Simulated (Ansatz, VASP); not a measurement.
## Two plane-wave programs on SrLiH3

```
Li Sr H
1.0
     4.59249    0.00000    0.00000
     0.00000    4.59249    0.00000
     0.00000    0.00000    4.59249
Li Sr H
1 1 3
Cartesian
  0.0000 0.0000 0.0000
  2.2962 2.2962 2.2962
  0.0000 2.2962 2.2962
  2.2962 0.0000 2.2962
  2.2962 2.2962 0.0000
```

Alike in both runs: functional PBEsol; k mesh 6 × 6 × 6; occupations gaussian, width 0.02 eV; no spin polarisation.

Ansatz relaxed the structure, and its values are those at the end. VASP's run is a single point on that final structure, the one shown.

|  | VASP | Ansatz |
| --- | --- | --- |
| version | VASP 6.6.1 | Ansatz 0.2.0 |
| potentials or method | VASP PAW PBE potentials, release 64 (Li_sv, Sr_sv, H) | scalar-relativistic, plane waves, PAW |
| plane-wave cutoff (eV) | 520 | 420 |
| valence electrons in the cell | 16 | 16 |

```tsv
	VASP	Ansatz	Ansatz less VASP
gap on the k mesh at the Fermi level (eV)	1.66	1.66	+0.005
least direct gap on the mesh (eV)	2.12	2.12	+0.002
```

 A k mesh can miss the band edges. As with any semilocal functional, this PBEsol gap is likely too small.
